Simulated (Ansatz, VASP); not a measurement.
## HfN: VASP beside Ansatz

Aim: how closely do two programs agree when they are given the same cell, functional and k mesh?

Calculated with Ansatz 0.2.0; plane waves, with VASP 6.6.1 beside it; relaxation of cell and atoms at r2SCAN.

**1. The starting structure**

The structure is cubic, space group Fm-3m (No. 225). Conventional cell: a = 4.518 Å, b = 4.518 Å, c = 4.518 Å, α = 90.00°, β = 90.00°, γ = 90.00°. Nearest to Hf lie 6 N at 2.26 Å. Nearest to N lie 6 Hf at 2.26 Å. Farther neighbours and most contacts between anions are not listed.

**2. VASP: relaxation of cell and atoms, r2SCAN**

The relaxed volume is the usual yardstick between codes: its relative difference is about their pressure difference at one cell divided by the bulk modulus.

Lines of VASP's logs that name or quote its potential files are left out, and so is its time.

Input file INCAR:

```
SYSTEM = HfN
PREC = Accurate
ENCUT = 560
EDIFF = 1E-06
NELM = 100
ISMEAR = -1
SIGMA = 0.05
LREAL = .FALSE.
ALGO = Normal
METAGGA = R2SCAN
LASPH = .TRUE.
NBANDS = 13
LORBIT = 11
LWAVE = .FALSE.
LCHARG = .FALSE.
KPAR = 2
IBRION = 2
NSW = 60
ISIF = 3
EDIFFG = -0.01
```

Input file POSCAR:

```
HfN
1.0
    0.0000000000      2.2590000000      2.2590000000
    2.2590000000      0.0000000000      2.2590000000
    2.2590000000      2.2590000000      0.0000000000
Hf N
1 1
Direct
    0.0000000000      0.0000000000      0.0000000000
    0.5000000000      0.5000000000      0.5000000000
```

Input file KPOINTS:

```
Automatic mesh
0
Gamma
10 10 10
0 0 0
```

Potentials, in the order of the species: Hf_pv and N (PBE family, release 64).

The run is started by

```console
$ mpirun -np 2 vasp_std
```

Numbers of over 12 decimals in the logs are rounded to 6 here.

What it wrote:

```text
[banner, memory and clock lines left out]
running    2 mpi-ranks, on    1 nodes
 distrk:  each k-point on    1 cores,    2 groups
 distr:  one band on    1 cores,    1 groups

 POSCAR found type information on POSCAR HfN
 POSCAR found :  2 types and       2 ions
|                                                                             |
|               ----> ADVICE to this user running VASP <----                  |
|                                                                             |
|     You enforced a specific xc type in the INCAR file but a different       |
|     [... a line on the potential file left out ...]
|     I HOPE YOU KNOW WHAT YOU ARE DOING!                                     |
|                                                                             |

 LDA part: xc-table for (None), standard interpolation
 POSCAR, INCAR and KPOINTS ok, starting setup
 FFT: planning ... GRIDC
 FFT: planning ... GRID_SOFT
 FFT: planning ... GRID
 WAVECAR not read
 entering main loop
       N       E                     dE             d eps       ncg     rms          rms(c)
DAV:   1     0.200775220334E+01    0.20078E+01   -0.85376E+03  1222   0.119E+03
DAV:   2    -0.630195120037E+02   -0.65027E+02   -0.60792E+02  1631   0.261E+02
DAV:   3    -0.651806517295E+02   -0.21611E+01   -0.21486E+01  1520   0.396E+01
DAV:   4    -0.651920021521E+02   -0.11350E-01   -0.11343E-01  1342   0.326E+00
DAV:   5    -0.651921102463E+02   -0.10809E-03   -0.10809E-03  1476   0.263E-01    0.531E+01
DAV:   6    -0.580840363557E+02    0.71081E+01   -0.68704E+00  1377   0.225E+01    0.398E+01
DAV:   7    -0.582253798912E+02   -0.14134E+00   -0.55816E-01  1377   0.693E+00    0.222E+01
DAV:   8    -0.582387537525E+02   -0.13374E-01   -0.83677E-02  1392   0.279E+00    0.505E+00
DAV:   9    -0.582319634888E+02    0.67903E-02   -0.39151E-02  1413   0.150E+00    0.196E+00
DAV:  10    -0.582312557672E+02    0.70772E-03   -0.35772E-03  1401   0.531E-01    0.120E-01
DAV:  11    -0.582313058691E+02   -0.50102E-04   -0.38992E-04  1532   0.182E-01    0.299E-01
DAV:  12    -0.582312816631E+02    0.24206E-04   -0.63985E-05  1403   0.706E-02    0.846E-02
DAV:  13    -0.582312891911E+02   -0.75280E-05   -0.16568E-05  1466   0.322E-02    0.358E-02
DAV:  14    -0.582312890771E+02    0.11407E-06   -0.61888E-07   711   0.744E-03
   1 F= -.58231289E+02 E0= -.58228059E+02  d E =-.582313E+02
 curvature:   0.00 expect dE= 0.000E+00 dE for cont linesearch  0.000E+00
 trial: gam= 0.00000 g(F)=  0.736E-62 g(S)=  0.204E-02 ort = 0.000E+00 (trialstep = 0.100E+01)
 search vector abs. value=  0.204E-02
 bond charge predicted
       N       E                     dE             d eps       ncg     rms          rms(c)
DAV:   1    -0.582372467860E+02   -0.59576E-02   -0.19674E-01  1222   0.402E+00    0.163E+00
DAV:   2    -0.582318235822E+02    0.54232E-02   -0.10364E-02  1392   0.929E-01    0.630E-01
DAV:   3    -0.582302869230E+02    0.15367E-02   -0.28315E-03  1307   0.487E-01    0.489E-01
DAV:   4    -0.582301426775E+02    0.14425E-03   -0.37798E-04  1535   0.169E-01    0.306E-01
DAV:   5    -0.582301378778E+02    0.47997E-05   -0.76825E-05  1587   0.711E-02    0.348E-02
DAV:   6    -0.582301323970E+02    0.54808E-05   -0.14239E-05  1393   0.320E-02    0.210E-02
DAV:   7    -0.582301318799E+02    0.51712E-06   -0.94704E-07   815   0.848E-03
   2 F= -.58230132E+02 E0= -.58226927E+02  d E =0.115720E-02
 trial-energy change:    0.001157  1 .order    0.001038   -0.002036    0.004112
 step:   0.3065(harm=  0.3312)  dis= 0.00000  next Energy=   -58.231598 (dE=-0.309E-03)
 bond charge predicted
       N       E                     dE             d eps       ncg     rms          rms(c)
DAV:   1    -0.582348409257E+02   -0.47085E-02   -0.94509E-02  1222   0.279E+00    0.113E+00
DAV:   2    -0.582323410673E+02    0.24999E-02   -0.50357E-03  1392   0.644E-01    0.440E-01
DAV:   3    -0.582316452630E+02    0.69580E-03   -0.13616E-03  1332   0.337E-01    0.342E-01
DAV:   4    -0.582315905413E+02    0.54722E-04   -0.18943E-04  1525   0.119E-01    0.212E-01
DAV:   5    -0.582315882252E+02    0.23161E-05   -0.39040E-05  1562   0.509E-02    0.259E-02
DAV:   6    -0.582315865530E+02    0.16722E-05   -0.72389E-06  1408   0.230E-02    0.141E-02
DAV:   7    -0.582315868925E+02   -0.33951E-06   -0.46506E-07   701   0.597E-03
   3 F= -.58231587E+02 E0= -.58228365E+02  d E =-.297815E-03
 curvature:  -0.17 expect dE=-0.195E-05 dE for cont linesearch -0.195E-05
 trial: gam=-0.07031 g(F)=  0.511E-60 g(S)=  0.118E-04 ort = 0.155E-03 (trialstep = 0.861E+00)
 search vector abs. value=  0.684E-07
 reached required accuracy - stopping structural energy minimisation
```

From OUTCAR (step 2):

```text
ion  position               nearest neighbor table
   1  0.000  0.000  0.000-   2 2.26   2 2.26   2 2.26   2 2.26   2 2.26   2 2.26
   2  0.500  0.500  0.500-   1 2.26   1 2.26   1 2.26   1 2.26   1 2.26   1 2.26

  LATTYP: Found a face centered cubic cell.
 ALAT       =     4.5180000000

 Subroutine GETGRP returns: Found 48 space group operations
 (whereof 48 operations were pure point group operations)

The static configuration has the point symmetry O_h .

 Found     47 irreducible k-points:

   k-points           NKPTS =     47   k-points in BZ     NKDIM =     47   number of bands    NBANDS=     13

   dimension x,y,z NGX =    28 NGY =   28 NGZ =   28
   dimension x,y,z NGXF=    56 NGYF=   56 NGZF=   56

   ENCUT  =  560.0 eV  41.16 Ry    6.42 a.u.   6.16  6.16  6.16*2*pi/ulx,y,z

   NELECT =      15.0000    total number of electrons

 k-points in reciprocal lattice and weights: Automatic mesh
   0.00000000  0.00000000  0.00000000       0.001
   0.10000000  0.00000000  0.00000000       0.008
   0.20000000  0.00000000  0.00000000       0.008
   0.30000000  0.00000000  0.00000000       0.008
   0.40000000  0.00000000  0.00000000       0.008
   0.50000000  0.00000000  0.00000000       0.004
   0.10000000  0.10000000  0.00000000       0.006
   0.20000000  0.10000000  0.00000000       0.024
   0.30000000  0.10000000  0.00000000       0.024
[...]
-0.30000000  0.40000000  0.20000000       0.024
  -0.30000000  0.50000000  0.20000000       0.012

 average (electrostatic) potential at core
       1 -40.3685       2 -64.3815

 E-fermi :   8.5979

 k-point     1 :       0.0000    0.0000    0.0000
  band No.  band energies     occupation
    ...
      6       5.1286      2.00000
      7       5.1286      2.00000
      8       8.2244      1.99886
      9       8.2244      1.99886
     10       8.2244      1.99886
     11      10.5863      0.00000
     12      10.5863      0.00000
     13      10.6650      0.00000

 k-point     2 :       0.1000    0.0000    0.0000
  band No.  band energies     occupation
    ...
      6       4.5866      2.00000
      7       4.5866      2.00000
      8       8.4491      1.90309
      9       8.5551      1.40415
     10       8.5551      1.40415
     11      11.3369      0.00000
     12      11.3369      0.00000
     13      11.3682      0.00000

 k-point     3 :       0.2000    0.0000    0.0000
  band No.  band energies     occupation
    ...
      3     -23.9811      2.00000
      4      -9.3173      2.00000
      5       2.5231      2.00000
      6       3.5744      2.00000
      7       3.5744      2.00000
      8       8.8536      0.01195
      9       9.3893      0.00000
     10       9.3893      0.00000
     11      12.8549      0.00000
     12      13.0555      0.00000
    ...

  Total       -0.0127663     -0.0127663     -0.0127663     -0.0000000      0.0000000      0.0000000
  in kB       -0.8904552     -0.8904552     -0.8904552     -0.0000000      0.0000000      0.0000000
  external PRESSURE =      -0.8904552 kB  Pullay stress =       0.0000000 kB

  energy-cutoff  :      560.00
  volume of cell :       22.97
      direct lattice vectors                 reciprocal lattice vectors
     0.000000000  2.256198669  2.256198669    -0.221611690  0.221611690  0.221611690
     2.256198669  0.000000000  2.256198669     0.221611690 -0.221611690  0.221611690
     2.256198669  2.256198669 -0.000000000     0.221611690  0.221611690 -0.221611690

 POSITION                                       TOTAL-FORCE (eV/Angst)
 -----------------------------------------------------------------------------------
      0.00000      0.00000     -0.00000         0.000000     -0.000000      0.000000
      2.25620      2.25620      2.25620        -0.000000      0.000000     -0.000000
 -----------------------------------------------------------------------------------
    total drift:                                0.000000      0.000000      0.000000

  FREE ENERGIE OF THE ION-ELECTRON SYSTEM (eV)
  ---------------------------------------------------
  free  energy   TOTEN  =       -58.2315868925 eV

  energy  without entropy=      -58.2251423927  energy(sigma->0) =      -58.22836464

 reached required accuracy - stopping structural energy minimisation

 total charge
# of ion       s       p       d       tot
------------------------------------------
    1        0.293   6.576   1.750   8.618
    2        1.241   2.542   0.000   3.783
--------------------------------------------------
tot          1.534   9.117   1.750  12.401

[... 3 further parts left out ...]
```

CONTCAR:

```
HfN
   1.00000000000000
     0.0000000000000000    2.2561986692068290    2.2561986692068290
     2.2561986692068290    0.0000000000000000    2.2561986692068290
     2.2561986692068290    2.2561986692068290   -0.0000000000000000
  Hf              N
     1     1
Direct
     0.0000000000000000    0.0000000000000000    0.0000000000000000
     0.5000000000000000    0.5000000000000000    0.5000000000000000
```

This run has no spin polarisation. Its electron count is odd, so without a moment it is a metal by construction. Harder data sets than Hf_pv exist (the GW ones), and pressures, volumes and forces can shift noticeably with them.

**3. Ansatz: relaxation of cell and atoms, r2SCAN**

Ansatz runs on its default PAW (the set named soft_2) files.

The same cell, functional, mesh and smearing now go to Ansatz, which takes its cutoff from its data sets.

Input file input.yaml:

```yaml
crystal:
  lattice:
    - [0.0, 2.259, 2.259]
    - [2.259, 0.0, 2.259]
    - [2.259, 2.259, 0.0]
  atoms:
    - { symbol: Hf, position: [0.0, 0.0, 0.0] }
    - { symbol: "N", position: [0.5, 0.5, 0.5] }
hamiltonian:
  xc: r2scan
  pseudopotentials: { kind: paw }
kpoints:
  mp_grid: { grid: [10, 10, 10] }
scf:
  occupations: { method: fermi_dirac, width: 0.05 }
relax:
  f_tol: 0.01
  max_steps: 60
  cell: { stress_tol: 0.05 }
output:
  forces: true
  stress: true
```

The run is started by

```console
$ ansatz run input.yaml --threads 4 --pin off --max-ram 9216MiB --backend cpu --events-out ev --progress --plain --runs-dir out
```

What it wrote:

```text
Engine: ansatz 0.2.0, aarch64-unknown-linux-gnu
Pseudopotentials: kind: paw
Pseudopotential: Hf, paw, valence charge 26, recommended cutoff 500 eV (meta_gga), Hf.paw.azcp
Pseudopotential: N, paw, valence charge 5, recommended cutoff 500 eV (meta_gga), N.paw.azcp
Functional definition: r2SCAN
  parameter k0 = 0.174
  parameter k1 = 0.065
  parameter a1 = 4.9479
  exchange = r2scan_x(k0 = k0, k1 = k1, a1 = a1)
  correlation = r2scan_c
Crystal: 2 atoms, lattice volume = 23.056 Å³
Basis set: ecut = 500 eV, 561 PW (Γ), exchange–correlation on 96×96×96 points (64 copies of the dense FFT grid, shifted against one another)
Bands: 20, of which v1, the nominal top of the filled ones, is band 16 counted from 1 (15 counted from 0)
Symmetry: 48 space group operations
Space group: Fm-3m (ITA 225), of the structure as read, at distance tolerance 2.8e-5 Å
k-points: 47 of 1000
Non-local potential: Hf, projectors of the file, l = 0: 3, l = 1: 2, l = 2: 2, l = 3: 3
Non-local potential: N, projectors of the file, l = 0: 2, l = 1: 2, l = 2: 1
PAW form: soft (Blöchl's): semilocal exchange-correlation on the pseudo side does not see the compensation charge
PAW frozen core: Hf, regenerated for the run's functional (the file was generated under x = pbe(κ = 0.804, μ = 0.219515), c = pbe(β = 0.066725))
PAW frozen core: N, regenerated for the run's functional (the file was generated under x = pbe(κ = 0.804, μ = 0.219515), c = pbe(β = 0.066725))
PAW one-centre angular grid: Hf, 974 points (default); XC on 160 Gauss nodes
PAW one-centre angular grid: N, 302 points (default); XC on 160 Gauss nodes
Initial density: superposition of atomic densities (neutral atoms: chi_scale 0, normalization atom), corrected by the library's trained network
Initial wavefunctions: pseudopotential atomic-orbital guess
Functional: x = r2scan, c = r2scan; τ floored in thin density (d = 2e-4 eV/Å³)
SCF iter   1: F=—  HF=-16121.574459 eV  |F-HF|=—  |Δ(HF+E_count)|=         —  Δρ=1.14e-2  dr2=2.59e-2  dr2_τ=1.39e-1  ethr=1.77e-3  ⟨swp⟩=4.8  Hψ=3752  notcnv=0
preconditioner: auto → Kerker (q_TF=auto, 2.866 Å⁻¹)  [metal: Δε(μ)=0.046 eV  Ē_g=20.018 eV  σ=0.050 eV  W_gap=0.22  n_scr=14 (ndim 8)  ℏωp=41.6 eV  f_vac=0.000  D(μ)=0.83/eV (n_scr^D=8)]
SCF iter   2: F=—  HF=-16121.629858 eV  |F-HF|=—  |Δ(HF+E_count)|=   5.54e-2  Δρ=7.54e-3  dr2=1.47e-2  dr2_τ=8.25e-4  ethr=8.35e-5  ⟨swp⟩=2.0  Hψ=2247  notcnv=0  defer=9
SCF iter   3: F=—  HF=-16121.628039 eV  |F-HF|=—  |Δ(HF+E_count)|=   1.82e-3  Δρ=4.79e-3  dr2=4.20e-3  dr2_τ=3.23e-4  ethr=4.74e-5  ⟨swp⟩=2.4  Hψ=1496  notcnv=0  defer=9
SCF iter   4: F=—  HF=-16121.628238 eV  |F-HF|=—  |Δ(HF+E_count)|=   2.00e-4  Δρ=1.77e-3  dr2=6.70e-4  dr2_τ=3.15e-5  ethr=1.35e-5  ⟨swp⟩=1.6  Hψ=1250  notcnv=0  defer=9
SCF iter   5: F=—  HF=-16121.628331 eV  |F-HF|=—  |Δ(HF+E_count)|=   9.23e-5  Δρ=3.63e-4  dr2=2.64e-5  dr2_τ=8.66e-7  ethr=2.16e-6  ⟨swp⟩=2.0  Hψ=1453  notcnv=0  defer=9
SCF iter   6: F=—  HF=-16121.628356 eV  |F-HF|=—  |Δ(HF+E_count)|=   2.57e-5  Δρ=8.66e-5  dr2=1.66e-6  dr2_τ=2.33e-8  ethr=8.53e-8  ⟨swp⟩=2.0  Hψ=1640  notcnv=0  defer=9
SCF iter   7: F=—  HF=-16121.628359 eV  |F-HF|=—  |Δ(HF+E_count)|=   2.77e-6  Δρ=3.28e-5  dr2=2.66e-7  dr2_τ=2.23e-8  ethr=5.35e-9  ⟨swp⟩=2.0  Hψ=1646  notcnv=0  defer=9
SCF iter   8: F=-16121.628359 eV  HF=-16121.628359 eV  |F-HF|=5.16e-9  |Δ(HF+E_count)|=   2.49e-8  Δρ=7.52e-6  dr2=1.09e-8  dr2_τ=1.44e-9  ethr=3.23e-10  ⟨swp⟩=4.0  Hψ=3328  notcnv=0
SCF 1 converged in 8 iterations: F = -16121.628359 eV  dr2 = 1.09e-8
  greatest PAW one-centre occupation: 0.998 electrons in one spin orbital (limit 2), on the Hf atom at site 0 (counted from 0), in its partial waves of l = 3
relax step   1: F+E_penalty+E_count = -16121.62835905 eV  Δ(F+E_penalty+E_count) = +0.000e0 eV  max|allowed force component| = 5.292e-30 eV/Å  Δτ_max = 0.0000 Å  P = +1.441 GPa  Ω = 23.056 Å³  (8 SCF iters, dr2 threshold 1.00e-7 eV, accepted)
[...]
relax step   2: F+E_penalty+E_count = -16121.62867205 eV  Δ(F+E_penalty+E_count) = -3.130e-4 eV  max|allowed force component| = 3.418e-30 eV/Å  Δτ_max = 0.0000 Å  P = -0.778 GPa  Ω = 23.237 Å³  energy of the carried Pulay correction = -5.392e-5 eV  (7 SCF iters, dr2 threshold 2.00e-7 eV, accepted)
[...]
relax step   3: F+E_penalty+E_count = -16121.62884798 eV  Δ(F+E_penalty+E_count) = -1.759e-4 eV  max|allowed force component| = 3.090e-30 eV/Å  Δτ_max = 0.0000 Å  P = -0.006 GPa  Ω = 23.173 Å³  energy of the carried Pulay correction = -3.497e-5 eV  (5 SCF iters, dr2 threshold 2.00e-7 eV, accepted)
[...]
relax step   4: F+E_penalty+E_count = -16121.62888798 eV  Δ(F+E_penalty+E_count) = -4.000e-5 eV  max|allowed force component| = 2.169e-30 eV/Å  Δτ_max = 0.0000 Å  P = -0.007 GPa  Ω = 23.173 Å³  stress off target by 7.49e-3 GPa  SCF on the basis re-selected at this cell (its energy is not comparable with the rows above)  (6 SCF iters)
basis re-selected at this cell: Δ(F+E_penalty+E_count) = -4.000e-5 eV, ΔP = -0.001 GPa vs the last step (what re-selecting the basis moved, of the pressure what is left beyond the Pulay correction that the steps carried, after the strain that the cell walked since its last selection, with what the two solves' SCF thresholds leave and, on support functions, any second-order correction that the steps lacked; it is no m [...]
SCF converged after 6 iterations
Free energy (F): -16121.628888 eV
Harris-Foulkes:  -16121.628888 eV  (|F-HF|=7.28e-12)
Internal energy: -16121.622414 eV  (E = F + TS)
E sigma→0 (E₀):  -16121.625651 eV
Entropy (-TS):   -0.006474 eV (-3.237 meV/atom)
Fermi energy:    23.950543 eV
--- Per-component energies (eV) ---
  E_band       = 159.244119
  E_kinetic    = 557.997347
  E_local      = -4737.532824  (includes V_loc(G=0)·N_el)
  E_nonlocal   = -1203.312398
  E_hartree    = 2250.349612
  E_xc         = -344.757672
  E_vxc        = -380.117686  (∫ρ·V_xc dr)
  E_paw        = -7080.820635  (= ΣΔE_a)
  E_vpaw       = 1402.310163  (= ΣTr[D̂ρ^β])
  E_aug_tail   = 0.000016  (compensation charges beyond the density's cutoff)
  E_vtau       = 19.200473  (kinetic-family band-sum trace: ∫τ·v_τ [+ j·A + Jᵃ·Aᵃ] dr)
  E_ewald      = -5563.837817
  E_core_change = 0.291957  (= ΣΔE_core)
  E_smearing   = -0.006474  (= −TS)
  E_closure    = 0.000000  (closes the sum)
  Σ components = -16121.628888   (vs F -16121.628888, Δ=0.00e0)
--- Forces (eV/Å), atoms counted from 1 ---
  atom   1  Hf    -0.00000000     0.00000000     0.00000000
  atom   2  N      0.00000000    -0.00000000     0.00000000
  max |Σ_I F_I| component: 6.18e-30 eV/Å
--- Stress (GPa, compression-positive) ---
       -0.007490      -0.000000      -0.000000
       -0.000000      -0.007490       0.000000
       -0.000000      -0.000000      -0.007490
  P = ⅓ Tr σ = -0.0075 GPa (-0.075 kbar)
--- Relaxed structure (3 steps of the walk, 3 accepted, 1 SCFs on fresh bases) ---
  F+E_penalty+E_count = -16121.62888798 eV   max|allowed force component| = 2.169e-30 eV/Å   (the final SCF, on the basis selected at the relaxed cell)
  cell:  # Å, volume = 23.1733 Å³
    - [0, 2.262833, 2.262833]
    - [2.262833, 0, 2.262833]
    - [2.262833, 2.262833, 0]
  atoms:
    - { symbol: Hf, position: [0, 0, 0] }
    - { symbol: N, position: [0.5, 0.5, 0.5] }
```

The job ended after 2.7 s (4 threads of Arm Neoverse V2, shared host; peak memory 0.38 GiB).

**4. Side by side**

Known differences besides the potentials themselves: VASP keeps PBE cores, Ansatz makes them for the functional; both relaxations stop at a tolerance, which leaves soft axes loose, and VASP keeps its plane-wave basis; the data sets hold 31 valence electrons in Ansatz (default PAW (the set named soft_2) files) and 15 in VASP; the cutoff is 500 eV in Ansatz and 560 eV in VASP; Ansatz adds a Pulay correction to the stress that steers its cell, VASP none. Total energies have different zeros and are not compared.

Compared:

```csv
quantity,Ansatz,VASP,difference
volume (Å³),23.17,22.97,+0.88 %
"edge a after relaxation, in the typed setting (Å)",3.200,3.191,+0.29 %
```

The walks stopped with -0.01 GPa left in Ansatz and -0.09 GPa in VASP; each walk ends within a tolerance, so the volume difference is uncertain by about these residues over the bulk modulus, most in soft cells.

**5. What came out**

```json
{
 "difference in volume (relaxation of cell and atoms, r2SCAN)": "0.88 %"
}
```

The difference in volume is 0.88 % (relaxation of cell and atoms, r2SCAN), within the 1.2 % picked in this series as the mark of a large difference, as far as the stopping tolerances let one tell. How closely two codes agree says nothing of how well the functional describes the real material.

[Lines on the potential files, build, host, timing and source positions are cut from VASP's logs without a mark.]

[Logs are printed without paths, hosts, clocks, repeated set-up lines and the standing remarks that a program may print on its own settings, such as how far it seeks lower states.]

[Hosts, paths, dates, database ids (printed as entryN), source tags and the programs' standing remarks are cut or masked in the printed files.]
